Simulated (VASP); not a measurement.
# SiO2 (P3_221) under a change of volume, part 3 of 3

Wanted: the response of SiO2 to a change of volume, as a table, with a fit that predicts a row left out.

VASP 6.6.1, plane waves and PAW; the level of theory is named at each step.

So far: The starting structure; Relax the crystal, LDA; Relax at fixed volume, LDA; Dielectric response, LDA.

### 5. Gap at another level, r2SCAN

The gap is read on the mesh at a level that opens it further.

Level: r2SCAN; plane waves and PAW (Si, O).

INCAR reads:

```
SYSTEM = SiO2
PREC = Accurate
ENCUT = 600
EDIFF = 1E-06
NELM = 100
ISMEAR = 0
SIGMA = 0.02
LREAL = .FALSE.
ALGO = Normal
METAGGA = R2SCAN
LASPH = .TRUE.
NBANDS = 28
LWAVE = .FALSE.
LCHARG = .FALSE.
KPAR = 8
```

POSCAR reads:

```
SiO2
1.0
    4.7847024659      0.0000000009      0.0000000000
   -2.3923512274      4.1436738826      0.0000000000
    0.0000000000      0.0000000000      5.3097080525
Si O
3 6
Direct
    0.4574444219      0.0000000000      0.6666666670
    0.0000000000      0.4574444219      0.3333333330
    0.5425555781      0.5425555781      0.0000000000
    0.4071554084      0.2875047371      0.7703064837
    0.7124952629      0.1196506714      0.4369731507
    0.8803493286      0.5928445916      0.1036398167
    0.2875047371      0.4071554084      0.2296935163
    0.1196506714      0.7124952629      0.5630268493
    0.5928445916      0.8803493286      0.8963601833
```

KPOINTS reads:

```
Automatic mesh
0
Gamma
6 6 5
0 0 0
```

Potentials, in the order of the species: Si and O (LDA family, release 64).

Command:

```bash
$ mpirun -np 8 vasp_std
```

Output:

```text
[banner, memory and clock lines left out]
running    8 mpi-ranks, on    1 nodes
[...]
[... a notice as in an earlier step ...]

|                                                                             |
|               ----> ADVICE to this user running VASP <----                  |
|                                                                             |
|     You enforced a specific xc type in the INCAR file but a different       |
|     [... a line on the potential file left out ...]
|     I HOPE YOU KNOW WHAT YOU ARE DOING!                                     |
|                                                                             |

 LDA part: xc-table for (None), standard interpolation
 POSCAR, INCAR and KPOINTS ok, starting setup
[...]
entering main loop
       N       E                     dE             d eps       ncg     rms          rms(c)
DAV:   1     0.135709336091E+03    0.13571E+03   -0.28879E+04  1512   0.183E+03
DAV:   2    -0.267457594199E+03   -0.40317E+03   -0.39558E+03  2036   0.375E+02
DAV:   3    -0.287160629220E+03   -0.19703E+02   -0.19660E+02  1724   0.946E+01
DAV:   4    -0.287405207503E+03   -0.24458E+00   -0.24410E+00  1744   0.114E+01
[...]
DAV:  11    -0.263489727861E+03   -0.25665E-03   -0.29904E-04  1696   0.140E-01    0.399E-02
DAV:  12    -0.263489719702E+03    0.81597E-05   -0.18889E-05  1728   0.316E-02    0.131E-02
DAV:  13    -0.263489720516E+03   -0.81478E-06   -0.28514E-06  1280   0.124E-02
   1 F= -.26348972E+03 E0= -.26348972E+03  d E =-.986129E-29
```

The job ended after 51 s (8 MPI ranks of AMD EPYC 7R43, shared host; peak memory 2.2 GiB; 6.7 min of CPU time).

OUTCAR, selected parts (step 5):

```text
  Total        1.4311117      1.4311117      1.4594385      0.0000000     -0.0000000      0.0000000
  in kB       21.7807567     21.7807567     22.2118754      0.0000000     -0.0000000      0.0000000
  external PRESSURE =      21.9244629 kB  Pullay stress =       0.0000000 kB

 POSITION                                       TOTAL-FORCE (eV/Angst)
 -----------------------------------------------------------------------------------
      2.18874      0.00000      3.53981        -0.008554     -0.000000      0.000000
     -1.09437      1.89550      1.76990         0.004277     -0.007408      0.000000
      1.29798      2.24817      0.00000         0.004277      0.007408      0.000000
      1.26031      1.19133      4.09010         0.057151     -0.017442      0.050041
      3.12283      0.49579      2.32020        -0.013470      0.058215      0.050041
      2.79392      2.45655      0.55030        -0.043680     -0.040773      0.050041
      0.40157      1.68712      1.21961        -0.043680      0.040773     -0.050041
     -1.13205      2.95235      2.98951         0.057151      0.017442     -0.050041
      0.73048      3.64788      4.75941        -0.013470     -0.058215     -0.050041
 -----------------------------------------------------------------------------------
    total drift:                                0.000001      0.000002      0.000000

  FREE ENERGIE OF THE ION-ELECTRON SYSTEM (eV)
  ---------------------------------------------------
  free  energy   TOTEN  =      -263.4897205165 eV

  energy  without entropy=     -263.4897205165  energy(sigma->0) =     -263.48972052

[... 1 part as in an earlier step ...]

[... 2 further parts left out ...]
[key lines of the parts left out:]
E-fermi :   1.4678
```

This run gave:

| Quantity | Value |
| --- | --- |
| energy(sigma→0) of the program | -263.4897 eV |
| stress, compression positive | xx, yy, zz 2.18, 2.18, 2.22 GPa |

The run ends at a pressure of 2.19 GPa, with forces up to 0.078 eV/Å.

### 6. Gap at another level, TB-mBJ

The gap is read on the mesh at a level that opens it further.

Level: TB-mBJ; plane waves and PAW (Si, O).

TB-mBJ has no energy functional, so the total energy, stress and pressure in this output mean nothing.

INCAR: that of step 5 with these lines changed.

```diff
@@ -4,3 +4,3 @@
 EDIFF = 1E-06
-NELM = 100
+NELM = 150
 ISMEAR = 0
@@ -9,3 +9,3 @@
 ALGO = Normal
-METAGGA = R2SCAN
+METAGGA = MBJ
 LASPH = .TRUE.
```

POSCAR is that of step 5.

KPOINTS is that of step 5.

Command:

```bash
$ mpirun -np 8 vasp_std
```

Output:

```text
[banner, memory and clock lines left out]
running    8 mpi-ranks, on    1 nodes
[...]
[... a notice as in an earlier step ...]

 [... a notice as in an earlier step ...]

 LDA part: xc-table for (None), standard interpolation
 POSCAR, INCAR and KPOINTS ok, starting setup
[...]
entering main loop
       N       E                     dE             d eps       ncg     rms          rms(c)
DAV:   1     0.321139905313E+03    0.32114E+03   -0.28448E+04  1512   0.179E+03
DAV:   2    -0.800910467409E+02   -0.40123E+03   -0.39358E+03  2036   0.371E+02
DAV:   3    -0.100126232683E+03   -0.20035E+02   -0.19994E+02  1724   0.947E+01
DAV:   4    -0.100379597947E+03   -0.25337E+00   -0.25289E+00  1744   0.115E+01
[...]
DAV:  48    -0.747128693977E+02    0.14405E-05   -0.22092E-14   788   0.871E-06    0.401E-06
DAV:  49    -0.747128714429E+02   -0.20452E-05   -0.41630E-12   788   0.523E-06    0.337E-06
DAV:  50    -0.747128722097E+02   -0.76684E-06   -0.61562E-12   780   0.626E-06
   1 F= -.74712872E+02 E0= -.74712872E+02  d E =-.114795E-13
```

The job ended after 71 s (8 MPI ranks; peak memory 2.4 GiB; 9.3 min of CPU time).

Parts of OUTCAR (step 6):

```text
  Total       -6.2450293     -6.2450293     -7.5956063     -0.0000000      0.0000000      0.0000000
  in kB      -95.0460156    -95.0460155   -115.6010768     -0.0000001      0.0000000      0.0000000
  external PRESSURE =    -101.8977026 kB  Pullay stress =       0.0000000 kB

 POSITION                                       TOTAL-FORCE (eV/Angst)
 -----------------------------------------------------------------------------------
      2.18874      0.00000      3.53981         0.330884      0.000000      0.000000
     -1.09437      1.89550      1.76990        -0.165442      0.286554      0.000000
      1.29798      2.24817      0.00000        -0.165442     -0.286554      0.000000
      1.26031      1.19133      4.09010        -1.937394      0.336489     -1.343965
      3.12283      0.49579      2.32020         0.677289     -1.846077     -1.343965
      2.79392      2.45655      0.55030         1.260105      1.509588     -1.343965
      0.40157      1.68712      1.21961         1.260105     -1.509588      1.343965
     -1.13205      2.95235      2.98951        -1.937394     -0.336489      1.343965
      0.73048      3.64788      4.75941         0.677289      1.846077      1.343965
 -----------------------------------------------------------------------------------
    total drift:                                0.000054      0.000094      0.000001

  FREE ENERGIE OF THE ION-ELECTRON SYSTEM (eV)
  ---------------------------------------------------
  free  energy   TOTEN  =       -74.7128722097 eV

  energy  without entropy=      -74.7128722097  energy(sigma->0) =      -74.71287221

[... 2 parts as in an earlier step ...]

[... 1 further part left out ...]
[key lines of the parts left out:]
E-fermi :   2.7005
```

### 7. The whole series

Runs beyond LDA use the data sets made with LDA; this shifts their levels slightly, and their total energies have another zero (at TB-mBJ, which has no energy functional, they mean nothing).

The other members went through these steps as far as the tables show, with the same cutoff and, step by step, the same mesh (but for the dielectric runs, see below); 25 runs are not shown. The session took 15 core hours (wall time by ranks) on a shared machine.

The dielectric columns come from linear-response runs at LDA, run where the gap exceeds a picked 1.2 eV, on meshes that differ between rows: 6×6×4 at 0.94, 0.96, 0.98; 5×5×4 at 1, 1.02, 1.04, 1.06. A change between rows on different meshes is not the strain's alone.

```
volume over the relaxed volume  volume (Å³/atom)  pressure (GPa)  energy above the unstrained row (meV/atom)  gap on the mesh, LDA (eV)  ε∞ (mean)  static ε (mean)  largest Born charge, mean of the diagonal (e)  lowest optical mode (cm⁻¹)  highest mode without LO–TO splitting (cm⁻¹)
                         0.940            11.453           2.676                                       7.984                      6.051      2.622            4.917                                          3.331                     141.668                                     1138.910
                         0.960            11.697           1.643                                       3.946                      5.977      2.592            4.851                                          3.334                     138.284                                     1141.060
                         0.980            11.941           0.786                                       1.339                      5.907      2.562            4.787                                          3.338                     135.805                                     1144.170
                             1            12.184           0.032                                       0.000                      5.841      2.534            4.731                                          3.343                     131.203                                     1147.480
                         1.020            12.428          -0.605                                      -0.257                      5.777      2.506            4.680                                          3.349                     124.554                                     1150.990
                         1.040            12.672          -1.197                                       0.408                      5.716      2.480            4.630                                          3.357                     122.546                                     1155.110
                         1.060            12.915          -1.695                                       1.867                      5.658      2.454            4.588                                          3.366                     116.462                                     1159.370
```

A cubic of the pressure in ln(V/V₀) through all rows has the slope −B at V₀: B = 35 GPa, and its curvature gives B′ = 6.1.

Gaps at r2SCAN, read on its mesh alone:

```csv
volume over the relaxed volume,gap (eV)
0.940,6.969
0.960,6.889
0.980,6.812
1,6.740
1.020,6.670
1.040,6.602
1.060,6.538
```

Gaps at TB-mBJ, read on its mesh alone, with one row partly withheld:

```csv
volume over the relaxed volume,gap (eV)
0.940,8.671
0.960,8.645
0.980,?
1,8.604
1.020,8.586
1.040,8.570
1.060,8.557
```

### 8. A fit to the known rows

The quantity to fit is the gap at TB-mBJ: 8.671, 8.645, 8.604, 8.586, 8.570, 8.557 eV in the rows shown.

A least-squares parabola through the 6 rows shown, with u the logarithm of the volume ratio: E = 2.523 u² − 0.9391 u + 8.603 (eV), r.m.s. residual 5.1e-4 eV.

For the withheld row, u = -0.02020, the fit gives 8.6234 eV.

### 9. Prediction against calculation

The calculation gives 8.6226 eV, so the prediction is 0.0008 eV too high, within twice the residual of the fit.

### 10. Outcome

| Quantity | Value |
| --- | --- |
| bulk modulus | 35 GPa |
| gap of the unstrained cell, r2SCAN | 6.74 eV |
| gap of the unstrained cell, TB-mBJ | 8.60 eV |
| dE/d ln V of the gap, TB-mBJ | -0.94 eV |
| error of the predicted row | 0.8 meV |

In words: The slope of the energy gives 0.51 GPa at the relaxed volume where the pressure column has 0.03 GPa, a mark of the finite basis. r2SCAN opens gaps somewhat over GGA but leaves them below measured values as a rule. TB-mBJ is a potential fitted for gaps; it has no energy functional, so its total energies and forces mean nothing, and its bands tend to come out too narrow. Temperature, zero-point motion and excitons are left out.

[Lines on the potential files, build, host, timing and source positions are cut from VASP's logs without a mark.]

[Logs are printed without paths, hosts, clocks, repeated set-up lines and the standing remarks that a program may print on its own settings, such as how far it seeks lower states.]

[Hosts, paths, dates, database ids (printed as entryN), source tags and the programs' standing remarks are cut or masked in the printed files.]

[In band tables of VASP the shares of atoms and orbitals are scaled to a sum of 1 inside the atoms' spheres.]
